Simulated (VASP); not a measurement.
# TaSn (Fm-3m) in VASP: relaxation of cell and atoms with PBE

Aim: the relaxation of cell and atoms of TaSn with PBE.

Program: VASP 6.6.1. These are calculated values, not measurements. Logs are shortened: lines on timing, memory, paths and dates and some standing lists are left out, and cuts for length are marked.

**1. The crystal as given**

Symmetry: Fm-3m, No. 225, cubic system. The conventional cell has a = 5.825 Å, b = 5.825 Å, c = 5.825 Å, α = 90.00°, β = 90.00°, γ = 90.00°. Around Ta (site symmetry m-3m) lie 6 Sn at 2.91 Å. Sn (site symmetry m-3m) is surrounded by 6 Ta at 2.91 Å.

The cell was built by a generator and needn't be a form met in nature.

**2. Relaxation of cell and atoms, PBE**

INCAR reads:

```
SYSTEM = TaSn
  PREC = Normal
  ENCUT = 520
  EDIFF = 1E-4
  ISMEAR = 0
  SIGMA = 0.15
  LREAL = .FALSE.
  LASPH = .TRUE.
  NELM = 60
  ALGO = Fast
  ISIF = 3
  LWAVE = .FALSE.
  LCHARG = .FALSE.
  GGA = PE
  IBRION = 2
  NSW = 24
  EDIFFG = -0.08
```

KPOINTS reads:

```
regular mesh
0
G
  6 6 6
  0 0 0
```

POSCAR reads:

```
TaSn
1.0
    0.0000000000      2.9122540300      2.9122540300
    2.9122540300      0.0000000000      2.9122540300
    2.9122540300      2.9122540300      0.0000000000
Ta Sn
1 1
Direct
    0.0000000000      0.0000000000      0.0000000000
    0.5000000000      0.5000000000      0.5000000000
```

Potentials or basis: VASP PAW PBE potentials, release 64 (Ta_pv, Sn_d).

The run is started by

```console
> cat potpaw_PBE.64/Ta_pv/POTCAR potpaw_PBE.64/Sn_d/POTCAR > POTCAR
> mpirun -np 1 vasp_std > vasp.out
```

OUTCAR:

```text
SYSTEM = TaSn
   PREC = Normal
   ENCUT = 520
   EDIFF = 1E-4
   ISMEAR = 0
   LREAL = .FALSE.
   LASPH = .TRUE.
   NELM = 60
   ISIF = 3
   GGA = PE
   IBRION = 2
   NSW = 24
   EDIFFG = -0.08

 ion  position               nearest neighbor table
   1  0.000  0.000  0.000-   2 2.91   2 2.91   2 2.91   2 2.91   2 2.91   2 2.91
   2  0.500  0.500  0.500-   1 2.91   1 2.91   1 2.91   1 2.91   1 2.91   1 2.91

  LATTYP: Found a face centered cubic cell.
 ALAT       =     5.8245080600

  Lattice vectors:

 A1 = (   0.0000000000,   2.9122540300,   2.9122540300)
 A2 = (   2.9122540300,   0.0000000000,   2.9122540300)
 A3 = (   2.9122540300,   2.9122540300,   0.0000000000)

Analysis of symmetry for initial positions (statically):
=====================================================================
 Subroutine PRICEL returns:
 Original cell was already a primitive cell.

 Routine SETGRP: Setting up the symmetry group for a
 face centered cubic supercell.

 Subroutine GETGRP returns: Found 48 space group operations
 (whereof 48 operations were pure point group operations)
 out of a pool of 48 trial point group operations.

The static configuration has the point symmetry O_h .

Analysis of symmetry for dynamics (positions and initial velocities):
=====================================================================
 Subroutine PRICEL returns:
 Original cell was already a primitive cell.

 Routine SETGRP: Setting up the symmetry group for a
 face centered cubic supercell.

 Subroutine GETGRP returns: Found 48 space group operations
 (whereof 48 operations were pure point group operations)
 out of a pool of 48 trial point group operations.

The dynamic configuration has the point symmetry O_h .

 Subroutine INISYM returns: Found 48 space group operations
 (whereof 48 operations are pure point group operations),
 and found     1 'primitive' translations

----------------------------------------------------------------------------------------

                                     Primitive cell

  volume of cell :      49.3990

  direct lattice vectors                    reciprocal lattice vectors
     0.000000000  2.912254030  2.912254030    -0.171688319  0.171688319  0.171688319
     2.912254030  0.000000000  2.912254030     0.171688319 -0.171688319  0.171688319
     2.912254030  2.912254030  0.000000000     0.171688319  0.171688319 -0.171688319

  length of vectors
     4.118549146  4.118549146  4.118549146     0.297372892  0.297372892  0.297372892

  position of ions in fractional coordinates (direct lattice)
     0.000000000  0.000000000  0.000000000
     0.500000000  0.500000000  0.500000000

  ion indices of the primitive-cell ions
   primitive index   ion index
                 1           1
                 2           2

----------------------------------------------------------------------------------------

 KPOINTS: regular mesh

Automatic generation of k-mesh.
 Grid dimensions read from file:
 generate k-points for:    6    6    6

 Generating k-lattice:

  Cartesian coordinates                     Fractional coordinates (reciprocal lattice)
    -0.028614720  0.028614720  0.028614720     0.166666667  0.000000000  0.000000000
     0.028614720 -0.028614720  0.028614720     0.000000000  0.166666667  0.000000000
     0.028614720  0.028614720 -0.028614720     0.000000000  0.000000000  0.166666667

  Length of vectors
     0.049562149  0.049562149  0.049562149

  Shift w.r.t. Gamma in fractional coordinates (k-lattice)
     0.000000000  0.000000000  0.000000000

 Subroutine IBZKPT returns following result:
 ===========================================

 Found     16 irreducible k-points:

 Following reciprocal coordinates:
            Coordinates               Weight
  0.000000  0.000000  0.000000      1.000000
  0.166667  0.000000  0.000000      8.000000
  0.333333  0.000000  0.000000      8.000000
  0.500000  0.000000  0.000000      4.000000
  0.166667  0.166667  0.000000      6.000000
  0.333333  0.166667  0.000000     24.000000
[... 8 lines left out ...]
 -0.333333  0.333333  0.166667     24.000000
 -0.333333  0.500000  0.166667     12.000000
   k-points           NKPTS =     16   k-points in BZ     NKDIM =     16   number of bands    NBANDS=     16
   number of dos      NEDOS =    301   number of ions     NIONS =      2
   total plane-waves  NPLWV =  13824
   dimension x,y,z NGX =    24 NGY =   24 NGZ =   24
   dimension x,y,z NGXF=    48 NGYF=   48 NGZF=   48
   ions per type =               1   1
   NGX,Y,Z   is equivalent  to a cutoff of   9.69,  9.69,  9.69 a.u.
   NGXF,Y,Z  is equivalent  to a cutoff of  19.38, 19.38, 19.38 a.u.
 SYSTEM =  TaSn
   PREC   = normal    normal or accurate (medium, high low for compatibility)
   ISTART =      0    job   : 0-new  1-cont  2-samecut
   ICHARG =      2    charge: 1-file 2-atom 10-const
   ISPIN  =      1    spin polarized calculation?
   LNONCOLLINEAR =      F non collinear calculations
   LSORBIT =      F    spin-orbit coupling
   LASPH  =      T    aspherical Exc in radial PAW
   ENCUT  =  520.0 eV  38.22 Ry    6.18 a.u.   7.66  7.66  7.66*2*pi/ulx,y,z
   NELM   =     60;   NELMIN=  2; NELMDL= -5     # of ELM steps
   EDIFF  = 0.1E-03   stopping-criterion for ELM
   LREAL  =      F    real-space projection
   EDIFFG = -.8E-01   stopping-criterion for IOM
   NSW    =     24    number of steps for IOM
   IBRION =      2    ionic relax: 0-MD 1-quasi-New 2-CG
   NFREE  =      1    steps in history (QN), initial steepest desc. (CG)
   ISIF   =      3    stress and relaxation
   ISYM   =      2    0-nonsym 1-usesym 2-fastsym
   POTIM  = 0.5000    time-step for ionic-motion
   TEBEG  =    0.0;   TEEND  =   0.0 temperature during run
   PSTRESS=    0.0 pullay stress
   NELECT =      25.0000    total number of electrons
   NUPDOWN=      -1.0000    fix difference up-down
   EMIN   =  10.00;   EMAX   =-10.00  energy-range for DOS
   EFERMI =   0.00;   METHOD = LEGACY
   ISMEAR =     0;   SIGMA  =   0.15  broadening in eV -4-tet -1-fermi 0-gaus
   EFERMI_NEDOS =   21; number of points for ismear=-14 and -15
   IALGO  =     68    algorithm
   IMIX   =      4    mixing-type and parameters
     AMIX     =   0.40;   BMIX     =  1.00
     AMIX_MAG =   1.60;   BMIX_MAG =  1.00
  volume/ion in A,a.u.               =      24.70       166.68
  Fermi-wavevector in a.u.,A,eV,Ry     =   1.304615  2.465364 23.157379  1.702019
  Thomas-Fermi vector in A             =   2.435539
   LORBIT       =      0    0 simple, 1 ext, 2 COOP (PROOUT), +10 PAW based schemes
   GGA     = PE    functional components
   LHFCALC =     F    Hartree Fock is set to
   AEXX    =    0.0000 exact exchange contribution
   IVDW    =     0    specifies the selected vdW correction
   LEPSILON=     F    determine dielectric tensor
   LRPA    =     F    only Hartree local field effects (RPA)
 conjugate gradient relaxation of ions
 non-spin polarized calculation
 RMM-DIIS sequential band-by-band and
 Gauss-broadening in eV      SIGMA  =   0.15
  energy-cutoff  :      520.00
  volume of cell :       49.40
 maximum number of plane-waves:      1363
   NGX = 15   NGY = 15   NGZ = 15

--------------------------------------- Ionic step        1  -------------------------------------------

 number of electron      24.9999986 magnetization

 Free energy of the ion-electron system (eV)
  ---------------------------------------------------
  ext. energy  EPLUGINS =         0.00000000
  ---------------------------------------------------
  free energy    TOTEN  =       -14.14794978 eV

  energy without entropy =      -14.13394457  energy(sigma->0) =      -14.14094718

------------------------ aborting loop because EDIFF is reached ----------------------------------------

  FORCE on cell =-STRESS in cart. coord.  units (eV):
  Direction    XX          YY          ZZ          XY          YZ          ZX
  --------------------------------------------------------------------------------------
  -------------------------------------------------------------------------------------
  Total       -2.6918992     -2.6918992     -2.6918992      0.0000000      0.0000000      0.0000000
  in kB      -87.3075130    -87.3075130    -87.3075130      0.0000000      0.0000000      0.0000000
  external PRESSURE =     -87.3075130 kB  Pullay stress =       0.0000000 kB

 VOLUME and BASIS-vectors are now :
 -----------------------------------------------------------------------------
  energy-cutoff  :      520.00
  volume of cell :       49.40
      direct lattice vectors                 reciprocal lattice vectors
     0.000000000  2.912254030  2.912254030    -0.171688319  0.171688319  0.171688319
     2.912254030  0.000000000  2.912254030     0.171688319 -0.171688319  0.171688319
     2.912254030  2.912254030  0.000000000     0.171688319  0.171688319 -0.171688319
[... 37 lines left out ...]
 POSITION                                       TOTAL-FORCE (eV/Angst)
 -----------------------------------------------------------------------------------
      5.44631      5.44631      5.44631        -0.000000     -0.000000     -0.000000
      2.72316      2.72316      2.72316         0.000000      0.000000      0.000000
 -----------------------------------------------------------------------------------
    total drift:                                0.000000     -0.000000     -0.000000

  FREE ENERGIE OF THE ION-ELECTRON SYSTEM (eV)
  ---------------------------------------------------
  free  energy   TOTEN  =       -14.0738340406 eV

  energy  without entropy=      -14.0591987353  energy(sigma->0) =      -14.06651639

--------------------------------------- Ionic step        3  -------------------------------------------

 number of electron      25.0000013 magnetization

 Free energy of the ion-electron system (eV)
  ---------------------------------------------------
  ext. energy  EPLUGINS =         0.00000000
  ---------------------------------------------------
  free energy    TOTEN  =       -14.28020202 eV

  energy without entropy =      -14.26653957  energy(sigma->0) =      -14.27337079

 E-fermi :   7.4586     XC(G=0): -11.2990

 val. band max:        7.3952344553   @ k =   0.0000   0.0000   0.0000
 cond. band min:       7.5377595737   @ k =   0.5000   0.3333   0.1667
 fundamental gap:      0.1425251184
 Fermi energy:         7.4586130555

 k-point     1 :       0.0000    0.0000    0.0000
  band No.  band energies     occupation
      1     -27.9260      2.00000
      2     -27.9260      2.00000
      3     -27.9260      2.00000
      4     -13.7654      2.00000
      5     -13.7654      2.00000
      6     -13.6663      2.00000
[... 8 lines left out ...]
     15      10.1093      0.00000
     16      10.1093      0.00000
[... 305 lines left out ...]
 POSITION                                       TOTAL-FORCE (eV/Angst)
 -----------------------------------------------------------------------------------
      0.00000      0.00000      0.00000         0.000000      0.000000      0.000000
      2.82515      2.82515      2.82515         0.000000      0.000000     -0.000000
 -----------------------------------------------------------------------------------
    total drift:                                0.000000     -0.000000      0.000000

  FREE ENERGIE OF THE ION-ELECTRON SYSTEM (eV)
  ---------------------------------------------------
  free  energy   TOTEN  =       -14.2802020176 eV

  energy  without entropy=      -14.2665395671  energy(sigma->0) =      -14.27337079

 reached required accuracy - stopping structural energy minimisation
```

Wall time 17 s (1 thread of Intel Xeon Platinum 8259CL at 2.50GHz (Skylake/Cascade Lake), shared host); peak memory 0.15 GiB.

What came out:

```
Free energy                            : -14.2802 eV
Relaxed volume                         : 22.55 Å³/atom
Relaxed cell                           : a = 3.995 Å, b = 3.995 Å, c = 3.995 Å, α = 60.00°, β = 60.00°, γ = 60.00°
Space group after relaxing (to 0.05 Å) : Fm-3m (No. 225)
Energy gained by relaxing              : 66.1 meV/atom
Ionic steps                            : 3
Pressure after relaxing                : -0.1 GPa
Band gap on the k mesh                 : none (metal or under the smearing width)
```

The path:
```tsv
step	energy change (eV)	largest force (eV/Å)	pressure (GPa)	volume (Å³)
1	0.0000	0.0000	-8.73	49.40
2	0.0741	0.0000	15.63	40.39
3	-0.1323	0.0000	-0.06	45.10
```

Final structure:
```
Ta Sn
1.0
     0.00000    2.82515    2.82515
     2.82515    0.00000    2.82515
     2.82515    2.82515    0.00000
Ta Sn
1 1
Direct
  0.00000 0.00000 0.00000
  0.50000 0.50000 0.50000
```

Caveat: the relaxation stopped at a loose force limit of 0.08 eV/Å, so its end isn't a converged minimum.
